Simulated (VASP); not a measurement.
These are r2SCAN meta-GGA, VASP's PBE PAW potentials (set 64) (plane waves; VASP 6.6.1) values and carry that method's errors.

Input for VASP

File POSCAR:
```
MgF2
1
    4.6031456144     0.0000000000     0.0000000000
    0.0000000000     4.6031456144     0.0000000000
    0.0000000000     0.0000000000     3.0354374712
Mg F
2 4
Direct
  1.0000000000   0.0000000000   0.0000000000
  0.5000000000   0.5000000000   0.5000000000
  0.3030487804   0.3030487804   0.0000000000
  0.8030487804   0.1969512196   0.5000000000
  0.1969512196   0.8030487804   0.5000000000
  0.6969512196   0.6969512196   0.0000000000
```

**INCAR**
```
! general
SYSTEM  = MgF2
PREC    = Accurate
ENCUT   = 520
LREAL   = F
LASPH   = T

! electronic loop
EDIFF   = 1E-8
NELM    = 100
ALGO    = Normal
LMIXTAU = T

! smearing
ISMEAR  = 0
SIGMA   = 0.05

! functional
METAGGA = R2SCAN

! ions
IBRION  = 1
NSW     = 30
ISIF    = 2
EDIFFG  = -0.001

! output
LWAVE   = F
LCHARG  = F
```

KPOINTS:
```
Automatic mesh
0
Gamma
5 5 7
0 0 0
```

POTCAR, in this order: Mg F (PBE.64 set). Program: vasp_std.

Task: What does the run give for the energy per atom (σ→0), band gap (on the k-mesh)?

Result: 
The energy per atom (σ→0) comes out as -7.306 eV/atom and the band gap (on the k-mesh) is 8.11 eV.

**OSZICAR**
```
...
DAV:   3    -0.438361069721E+02   -0.75957E-06   -0.22406E-06   976   0.214E-02    0.461E-03
DAV:   4    -0.438360973017E+02    0.96704E-05   -0.80993E-06   960   0.312E-02    0.136E-03
DAV:   5    -0.438361070107E+02   -0.97090E-05   -0.43645E-06   960   0.264E-02    0.543E-04
DAV:   6    -0.438361069598E+02    0.50928E-07   -0.24057E-07  1088   0.433E-03    0.581E-04
DAV:   7    -0.438361070075E+02   -0.47694E-07   -0.77984E-09   632   0.102E-03    0.405E-04
DAV:   8    -0.438361070502E+02   -0.42696E-07   -0.15756E-08   588   0.145E-03    0.820E-05
DAV:   9    -0.438361070527E+02   -0.25389E-08   -0.15676E-09   496   0.417E-04
   3 F= -.43836107E+02 E0= -.43836107E+02  d E =-.810739E-05
```

The compound is MgF2 in the rutile structure. This run relaxes the ions in a fixed cell. Symmetry was kept, so distortions that lower it aren't found. The start is the result of an earlier pass.
